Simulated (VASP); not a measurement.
VASP runs on Sc3CuC (a trial cell in the cubic-perovskite structure, space group Pm-3m) share one base input (PBE GGA, plane waves, VASP's PBE PAW potentials (set 64)) and change the settings named in each case.

File POSCAR:
```
Sc3CuC
4.549860
  1.0000000000   0.0000000000   0.0000000000
  0.0000000000   1.0000000000   0.0000000000
  0.0000000000   0.0000000000   1.0000000000
Cu C Sc
1 1 3
Cart
  0.0000000000   0.0000000000   0.0000000000
  0.5000000000   0.5000000000   0.5000000000
  0.0000000000   0.5000000000   0.5000000000
  0.5000000000   0.5000000000   0.0000000000
  0.5000000000   0.0000000000   0.5000000000
```

### INCAR
```
# general
SYSTEM  = Sc3CuC
PREC    = Accurate
ENCUT   = 520
LREAL   = F
LASPH   = T

# electronic loop
EDIFF   = 1E-6
NELM    = 100
ALGO    = Normal
LMAXMIX = 4

# smearing
ISMEAR  = 0
SIGMA   = 0.05

# functional
GGA     = PE

# ions
ISIF    = 2

# output
LWAVE   = F
LCHARG  = F
```

KPOINTS:
```
Automatic mesh
0
G
5 5 5
0 0 0
```

POTCAR, in this order: Cu C Sc_sv (PBE.64 set). Program: vasp_std.

```tsv
change	E(σ→0) (eV/atom)	pressure (GPa)	−TS (eV)	irreducible k-points
base run	-6.6013	-3.68	-0.0111	10
KPOINTS 2×2×2 Monkhorst-Pack mesh	-6.5798	-4.05	-0.0564	1
KPOINTS 4×4×4 Monkhorst-Pack mesh	-6.6019	-3.76	-0.0215	4
KPOINTS 6×6×6 Monkhorst-Pack mesh	…	…	…	10
KPOINTS 7×7×7 Monkhorst-Pack mesh	-6.6026	-3.82	-0.0212	20
```

Task: Complete the blanks.

Result: 
- KPOINTS 6×6×6 Monkhorst-Pack mesh, E(σ→0) (eV/atom): -6.6049
- KPOINTS 6×6×6 Monkhorst-Pack mesh, pressure (GPa): -3.77
- KPOINTS 6×6×6 Monkhorst-Pack mesh, −TS (eV): -0.0204

Left out are runs that ran out of time, are held back, or changed the cell or the kind of run, fixed moments of cells without a moment, rows past the twelfth, gaps on odd meshes, pressures of charged cells and columns that move by less than the noise.

The structure was generated: Sc3CuC was put into the cubic-perovskite type (Pm-3m), which need not be its known phase. The cell was not relaxed at this level.
